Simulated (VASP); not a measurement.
Input:

```yaml
crystal:
  lattice:
    - [0.00000, 2.05057, 2.05057]
    - [2.05057, 0.00000, 2.05057]
    - [2.05057, 2.05057, 0.00000]
  atoms:
    - { symbol: Ag, position: [0.00000, 0.00000, 0.00000] }
```

Level of theory: r2SCAN meta-GGA, VASP's PBE PAW potentials (set 64) (plane waves; VASP). Numerical set-up: 480 eV cut-off, 14×14×14 Γ-centred mesh, first-order Methfessel-Paxton smearing of 0.10 eV, potentials Ag.

Q: Estimate the energy per atom (σ→0), band gap (on the k-mesh) with the smallest direct gap where there is one.

A: 
| Item | Result |
|---|---|
| band gap (on the k-mesh) | none (metal, semimetal or under 0.01 eV) |
| energy per atom (σ→0) | -21.357 eV/atom |

Only differences to runs with the same potentials and settings are physical.

The compound is Ag in the fcc structure. It was relaxed first.
